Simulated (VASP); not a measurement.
Output of a VASP run:

File OUTCAR:
```
 ion  position               nearest neighbor table
   1  0.000  0.000  0.000-   2 3.15   2 3.15   2 3.15   2 3.15   2 3.15   2 3.15
   2  0.500  0.500  0.500-   1 3.15   1 3.15   1 3.15   1 3.15   1 3.15   1 3.15
  LATTYP: Found a face centered cubic cell.
 ALAT       =     6.2900000000
 Subroutine PRICEL returns:
 Original cell was already a primitive cell.
 Subroutine GETGRP returns: Found 48 space group operations
The static configuration has the point symmetry O_h .
The dynamic configuration has the point symmetry O_h .
 Subroutine INISYM returns: Found 48 space group operations
 Subroutine IBZKPT returns following result:
 Found     29 irreducible k-points:

 Following reciprocal coordinates:
            Coordinates               Weight
  0.000000  0.000000  0.000000      1.000000
  0.125000  0.000000  0.000000      8.000000
  0.250000  0.000000  0.000000      8.000000
  0.375000  0.000000  0.000000      8.000000
  0.500000  0.000000  0.000000      4.000000
  0.125000  0.125000  0.000000      6.000000
  0.250000  0.125000  0.000000     24.000000
  0.375000  0.125000  0.000000     24.000000
  0.500000  0.125000  0.000000     24.000000
 -0.375000  0.125000  0.000000     24.000000
 -0.250000  0.125000  0.000000     24.000000
 -0.125000  0.125000  0.000000     12.000000
  0.250000  0.250000  0.000000      6.000000
  0.375000  0.250000  0.000000     24.000000
  0.500000  0.250000  0.000000     24.000000
 -0.375000  0.250000  0.000000     24.000000
 -0.250000  0.250000  0.000000     12.000000
  0.375000  0.375000  0.000000      6.000000
  0.500000  0.375000  0.000000     24.000000
 -0.375000  0.375000  0.000000     12.000000
  0.500000  0.500000  0.000000      3.000000
  0.375000  0.250000  0.125000     24.000000
  0.500000  0.250000  0.125000     48.000000
 -0.375000  0.250000  0.125000     24.000000
  0.500000  0.375000  0.125000     24.000000
 -0.375000  0.375000  0.125000     48.000000
 -0.250000  0.375000  0.125000     24.000000
 -0.375000  0.500000  0.125000     12.000000
 -0.250000  0.500000  0.250000      6.000000
   k-points           NKPTS =     29   k-points in BZ     NKDIM =     29   number of bands    NBANDS=     12
   number of dos      NEDOS =    601   number of ions     NIONS =      2
   total plane-waves  NPLWV =  46656
   dimension x,y,z NGX =    36 NGY =   36 NGZ =   36
   dimension x,y,z NGXF=    72 NGYF=   72 NGZF=   72
   ions per type =               1   1
   PREC   = accura    normal or accurate (medium, high low for compatibility)
   ISTART =      0    job   : 0-new  1-cont  2-samecut
   ICHARG =      2    charge: 1-file 2-atom 10-const
   ISPIN  =      1    spin polarized calculation?
   LNONCOLLINEAR =      F non collinear calculations
   LSORBIT =      F    spin-orbit coupling
   INIWAV =      1    electr: 0-lowe 1-rand  2-diag
   ENCUT  =  520.0 eV  38.22 Ry    6.18 a.u.   8.27  8.27  8.27*2*pi/ulx,y,z
   NELM   =    100;   NELMIN=  2; NELMDL= -5     # of ELM steps
   EDIFF  = 0.1E-06   stopping-criterion for ELM
   LREAL  =      F    real-space projection
   NLSPLINE    = F    spline interpolate recip. space projectors
   LMAXMIX     =    2 max onsite mixed and CHGCAR
   VOSKOWN=      0    Vosko Wilk Nusair interpolation
   EDIFFG = 0.1E-05   stopping-criterion for IOM
   NSW    =      0    number of steps for IOM
   NBLOCK =      1;   KBLOCK =      1    inner block; outer block
   IBRION =     -1    ionic relax: 0-MD 1-quasi-New 2-CG
   NFREE  =      0    steps in history (QN), initial steepest desc. (CG)
   ISIF   =      2    stress and relaxation
   ISYM   =      2    0-nonsym 1-usesym 2-fastsym
   TEIN   =    0.0    initial temperature
   TEBEG  =    0.0;   TEEND  =   0.0 temperature during run
   SMASS  =  -3.00    Nose mass-parameter (am)
   PSTRESS=    0.0 pullay stress
   NELECT =      16.0000    total number of electrons
   EFERMI =   0.00;   METHOD = LEGACY
   ISMEAR =    -5;   SIGMA  =   0.20  broadening in eV -4-tet -1-fermi 0-gaus
   IALGO  =     38    algorithm
...
```

File OSZICAR:
```
       N       E                     dE             d eps       ncg     rms          rms(c)
DAV:   1     0.941749479810E+02    0.94175E+02   -0.74164E+03   696   0.122E+03
DAV:   2    -0.142941537332E+02   -0.10847E+03   -0.10123E+03   964   0.284E+02
DAV:   3    -0.204808095593E+02   -0.61867E+01   -0.61531E+01   900   0.610E+01
DAV:   4    -0.206942645844E+02   -0.21346E+00   -0.21310E+00  1224   0.103E+01
DAV:   5    -0.206954329916E+02   -0.11684E-02   -0.11683E-02   912   0.894E-01    0.337E+00
DAV:   6    -0.165447506311E+02    0.41507E+01   -0.16109E+00   900   0.136E+01    0.306E+00
DAV:   7    -0.161665488639E+02    0.37820E+00   -0.38904E-01  1180   0.766E+00    0.844E-01
DAV:   8    -0.173087740691E+02   -0.11422E+01   -0.43311E-01   760   0.602E+00    0.127E+00
DAV:   9    -0.164929084154E+02    0.81587E+00   -0.13810E-01   788   0.411E+00    0.975E-01
DAV:  10    -0.164831262288E+02    0.97822E-02   -0.23859E-01   712   0.564E+00    0.258E-01
DAV:  11    -0.164946130570E+02   -0.11487E-01   -0.10914E-02   972   0.131E+00    0.254E-01
DAV:  12    -0.164691679308E+02    0.25445E-01   -0.18089E-02   716   0.186E+00    0.251E-01
DAV:  13    -0.164777899717E+02   -0.86220E-02   -0.14384E-02   712   0.166E+00    0.114E-01
DAV:  14    -0.165046285321E+02   -0.26839E-01   -0.67412E-03   712   0.116E+00    0.594E-02
DAV:  15    -0.165035193410E+02    0.11092E-02   -0.19512E-04   988   0.153E-01    0.835E-02
DAV:  16    -0.165061058736E+02   -0.25865E-02   -0.81144E-04   740   0.372E-01    0.550E-02
DAV:  17    -0.165064570359E+02   -0.35116E-03   -0.25497E-04   764   0.210E-01    0.251E-02
DAV:  18    -0.165064755215E+02   -0.18486E-04   -0.29540E-05   880   0.531E-02    0.152E-02
DAV:  19    -0.165064813856E+02   -0.58641E-05   -0.74169E-06   856   0.303E-02    0.141E-02
DAV:  20    -0.165064833510E+02   -0.19654E-05   -0.32525E-06   892   0.183E-02    0.677E-03
DAV:  21    -0.165064840461E+02   -0.69508E-06   -0.56130E-07   836   0.100E-02    0.292E-03
DAV:  22    -0.165064837406E+02    0.30544E-06   -0.51487E-07   804   0.104E-02    0.219E-03
DAV:  23    -0.165064838793E+02   -0.13862E-06   -0.50198E-07   788   0.102E-02    0.165E-03
DAV:  24    -0.165064841301E+02   -0.25079E-06   -0.56064E-08   620   0.315E-03    0.971E-04
DAV:  25    -0.165064841789E+02   -0.48886E-07   -0.11771E-08   524   0.122E-03
   1 F= -.16506484E+02 E0= -.16506484E+02  d E =0.000000E+00
       N       E                     dE             ncg
       N       E                     dE             ncg
       N       E                     dE             ncg
```

File OUTCAR:
```
------------------------ aborting loop because EDIFF is reached ----------------------------------------
  FORCE on cell =-STRESS in cart. coord.  units (eV):
  Direction    XX          YY          ZZ          XY          YZ          ZX
  --------------------------------------------------------------------------------------
  Total       -0.0000555     -0.0000555     -0.0000555      0.0000000     -0.0000000     -0.0000000
  in kB       -0.0014301     -0.0014301     -0.0014301      0.0000000     -0.0000000     -0.0000000
  external PRESSURE =      -0.0014301 kB  Pullay stress =       0.0000000 kB
  volume of cell :       62.21
      direct lattice vectors                 reciprocal lattice vectors
     0.000000000  3.145000000  3.145000000    -0.158982512  0.158982512  0.158982512
     3.145000000  0.000000000  3.145000000     0.158982512 -0.158982512  0.158982512
     3.145000000  3.145000000  0.000000000     0.158982512  0.158982512 -0.158982512
  FREE ENERGIE OF THE ION-ELECTRON SYSTEM (eV)
  ---------------------------------------------------
  free  energy   TOTEN  =       -16.5064841789 eV

  energy  without entropy=      -16.5064841789  energy(sigma->0) =      -16.50648418

 total charge

# of ion       s       p       d       tot
------------------------------------------
    1        1.958   5.682   0.023   7.663
    2        1.595   3.599   0.000   5.194
--------------------------------------------------
tot          3.553   9.281   0.023  12.857
```
(Selected blocks of OUTCAR.)

POSCAR:
```
KCl
1
    0.0000000000     3.1450000000     3.1450000000
    3.1450000000     0.0000000000     3.1450000000
    3.1450000000     3.1450000000     0.0000000000
K Cl
1 1
Direct
  0.0000000000   0.0000000000   0.0000000000
  0.5000000000   0.5000000000   0.5000000000
```

### Question
Reconstruct the remaining input files.

### Answer
Several could match; the one computed here: the input of the run itself, r2SCAN meta-GGA, plane waves, VASP's PBE PAW potentials (set 64).

### INCAR
```
SYSTEM = KCl
NEDOS = 601   # DOS grid
ISIF = 2
LASPH = .TRUE.   # aspherical one-centre terms
NELM = 100   # most electronic steps
LWAVE = .FALSE.
EDIFF = 1E-7
METAGGA = R2SCAN
LCHARG = .FALSE.
ALGO = Normal   # blocked Davidson
ISMEAR = -5
LMIXTAU = .TRUE.
PREC = Accurate
ENCUT = 520
LREAL = .FALSE.   # projection in real space or not
LORBIT = 11
```

File KPOINTS_OPT:
```
k-points along high-symmetry lines
10
Line-mode
Reciprocal
  0.000000   0.000000   0.000000 ! GAMMA
  0.500000   0.000000   0.500000 ! X

  0.500000   0.000000   0.500000 ! X
  0.625000   0.250000   0.625000 ! U

  0.375000   0.375000   0.750000 ! K
  0.000000   0.000000   0.000000 ! GAMMA

  0.000000   0.000000   0.000000 ! GAMMA
  0.500000   0.500000   0.500000 ! L

  0.500000   0.500000   0.500000 ! L
  0.500000   0.250000   0.750000 ! W

  0.500000   0.250000   0.750000 ! W
  0.500000   0.000000   0.500000 ! X
```

File KPOINTS:
```
Regular mesh
0
Gamma
8 8 8
0 0 0
```

POTCAR, in this order: K_sv Cl (PBE.64 set). Program: vasp_std.

The compound is KCl in the rock salt structure. The cell was not relaxed at this level.
